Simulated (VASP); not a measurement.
Given:

```
NbP
1.0
   -1.67123     1.67123     5.71457
    1.67123    -1.67123     5.71457
    1.67123     1.67123    -5.71457
Nb P
2 2
Direct
  0.74930   0.74930   0.00000
  0.49930   0.99930   0.50000
  0.16670   0.16670   0.00000
  0.91670   0.41670   0.50000
```

Computed with PBE GGA, VASP's PBE PAW potentials (set 64) (plane waves; VASP 6.6.1). Numerical set-up: 400 eV cut-off, 8×8×8 Γ-centred mesh, Gaussian smearing of 0.050 eV, potentials Nb_sv P.

Question: Predict the energy per atom (σ→0), band gap (on the k-mesh) with the smallest direct gap where there is one.

Answer: 
- band gap (on the k-mesh): none (metal, semimetal or under 0.01 eV)
- energy per atom (σ→0): -8.827 eV/atom

The structure was generated: NbP was put into the NbAs type (I4_1md), which need not be its known phase. It was relaxed first, which changed the volume by +12 %. The k-mesh is coarse (spacing up to 0.33 per Å, 2π included), so the numbers may not be converged in it.
